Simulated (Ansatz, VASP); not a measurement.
## One calculation of Hf3Cu, two programs

Contents of INCAR:

```
SYSTEM = Hf3Cu
PREC = Accurate
ENCUT = 600
EDIFF = 1E-6
ISMEAR = 0
SIGMA = 0.1
LREAL = .FALSE.
LASPH = .TRUE.
NELM = 100
ALGO = Normal
ISIF = 3
LWAVE = .FALSE.
LCHARG = .FALSE.
GGA = PE
IBRION = 2
NSW = 90
EDIFFG = -0.04
```

The input KPOINTS:

```
regular mesh
0
G
  4 4 4
  0 0 0
```

The input POSCAR:

```
Hf3Cu
1.0
    4.1183948993      0.0000000000      0.0000000000
    0.0000000000      4.1183948993      0.0000000000
    0.0000000000      0.0000000000      4.1183948993
Hf Cu
3 1
Direct
    0.0000000000      0.5000000000      0.5000000000
    0.5000000000      0.0000000000      0.5000000000
    0.5000000000      0.5000000000      0.0000000000
    0.0000000000      0.0000000000      0.0000000000
```

Input for Ansatz:

```yaml
crystal:
  lattice:
    - [4.1183948993, 0.0, 0.0]
    - [0.0, 4.1183948993, 0.0]
    - [0.0, 0.0, 4.1183948993]
  atoms:
    - { symbol: Hf, position: [0.0, 0.5, 0.5] }
    - { symbol: Hf, position: [0.5, 0.0, 0.5] }
    - { symbol: Hf, position: [0.5, 0.5, 0.0] }
    - { symbol: Cu, position: [0.0, 0.0, 0.0] }
basis:
  ecutwfc: 420
kpoints:
  mp_grid: { grid: [4, 4, 4] }
hamiltonian:
  xc: pbe
scf:
  occupations: { method: gaussian, width: 0.1 }
  lower_state_search: "off"
output:
  forces: true
  stress: true
  eigenvalues: true
relax:
  adjacent_minimum: "off"
  f_tol: 0.04
  max_steps: 70
  cell: { stress_tol: 0.4 }
```

Alike in both runs: task relaxation of cell and atoms; functional PBE; k mesh 4 × 4 × 4; occupations gaussian, width 0.1 eV; no spin polarisation.

|  | VASP | Ansatz |
| --- | --- | --- |
| version | VASP 6.6.1 | Ansatz 0.2.0 |
| potentials or method | VASP PAW PBE potentials, release 64 (Hf_pv, Cu) | scalar-relativistic, plane waves, PAW |
| plane-wave cutoff (eV) | 600 | 420 |
| valence electrons in the cell | 41 | 97 |

Ansatz gave:

| Item | Value |
| --- | --- |
| gap on the k mesh at the Fermi level, each at its own relaxed structure (eV) | none |
| relaxed volume (Å³/atom) | 19.76 |
| relaxed cell length with the largest relative difference (Å) | 4.292 |
| energy change over the relaxation (meV/atom) | -103 |

Problem. Which values does VASP return?

Solution. gap on the k mesh at the Fermi level, each at its own relaxed structure (eV): none; relaxed volume (Å³/atom): 19.69; relaxed cell length with the largest relative difference (Å): 4.287; energy change over the relaxation (meV/atom): -94.

A gap of «none» marks a metal or a gap that the smearing closes. The two sets of potentials don't hold the same shells in valence.

Caveats: the k mesh is coarse (spacing up to 0.38 Å⁻¹), so the values aren't converged. The runs have no spin-orbit coupling, so splittings on Hf are missing.
